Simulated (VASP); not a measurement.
Data:

```
CELL_PARAMETERS angstrom
     -0.00240     5.94416     5.94977
      5.94416    -0.00240     5.94977
      2.97088     2.97088     0.00000
ATOMIC_POSITIONS crystal
  Ga 0.99915 0.99915 0.00169
  Ga 0.97709 0.50900 0.01391
  Ga 0.50900 0.97709 0.01391
  Ga 0.51370 0.51370 0.97259
  Sb 0.12609 0.12609 0.24783
  Sb 0.12555 0.62398 0.25047
  Sb 0.62398 0.12555 0.25047
  P  0.62543 0.62543 0.24913
```

Calculation: PBEsol GGA, VASP's PBE PAW potentials (set 64) (plane waves; VASP). Settings: 400 eV cut-off, 4×4×7 Γ-centred mesh, tetrahedra with Blöchl corrections, potentials Ga_d Sb P.

The cores are frozen, which limits the accuracy of field gradients.

Problem. Give the principal components of the electric field gradient (V/Å²) and the asymmetry η at each nucleus.

Solution. 
```
atom    Vxx    Vyy   Vzz     η
----  -----  -----  ----  ----
Ga1    -3.4   -0.2   3.6  0.90
Ga2    -2.0   -0.9   2.9  0.37
Ga3    -2.0   -0.9   2.9  0.37
Ga4     3.8    3.4  -7.3  0.06
Sb5   -20.6  -20.2  40.8  0.01
Sb6   -49.9   -6.2  56.1  0.78
Sb7   -49.9   -6.2  56.1  0.78
P8     -7.3   -5.9  13.2  0.11
```

The structure was generated: Ga4PSb3 was put into an ordered model structure (Amm2), which need not be its known phase. It was relaxed first.
